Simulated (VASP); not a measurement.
OSZICAR of a VASP run on KF (rock salt):

OSZICAR:
```
       N       E                     dE             d eps       ncg     rms          rms(c)
DAV:   1     0.128958662083E+03    0.12896E+03   -0.86354E+03   848   0.133E+03
DAV:   2    -0.488091310312E+01   -0.13384E+03   -0.12028E+03  1056   0.357E+02
DAV:   3    -0.100910191092E+02   -0.52101E+01   -0.51794E+01  1092   0.670E+01
DAV:   4    -0.102237502713E+02   -0.13273E+00   -0.13263E+00  1252   0.102E+01
DAV:   5    -0.102250739795E+02   -0.13237E-02   -0.13237E-02  1120   0.101E+00    0.659E+00
DAV:   6    -0.911415580981E+01    0.11109E+01   -0.39405E+00   896   0.206E+01    0.517E+00
DAV:   7    -0.907280972977E+01    0.41346E-01   -0.12231E-01  1100   0.324E+00    0.318E+00
DAV:   8    -0.904966412556E+01    0.23146E-01   -0.42308E-02   948   0.248E+00    0.203E-01
DAV:   9    -0.904978659881E+01   -0.12247E-03   -0.48793E-03  1244   0.581E-01    0.106E-01
DAV:  10    -0.904984544868E+01   -0.58850E-04   -0.54793E-04   976   0.275E-01    0.463E-02
DAV:  11    -0.904983154608E+01    0.13903E-04   -0.49399E-05  1028   0.848E-02    0.149E-02
DAV:  12    -0.904983253449E+01   -0.98841E-06   -0.27663E-06  1012   0.195E-02    0.291E-03
DAV:  13    -0.904983256905E+01   -0.34558E-07   -0.36506E-07  1068   0.596E-03
   1 F= -.90498326E+01 E0= -.90498326E+01  d E =-.301872E-22
```

**Question.** Which electronic solver shows in the log?

**Answer.** It is blocked Davidson (ALGO = Normal, or the opening steps of other solvers). The INCAR had ALGO = Normal.

**Question.** Can the final energy be trusted as converged?

**Answer.** The calculation finished and met its thresholds. It stopped with EDIFF = 1E-7, NELM = 100 (LDA (Ceperley-Alder, Perdew-Zunger), plane waves, VASP's LDA PAW potentials (set 64)).

The compound is KF in the rock salt structure. This cell is one point of a volume scan, at 0.94 of the reference volume.
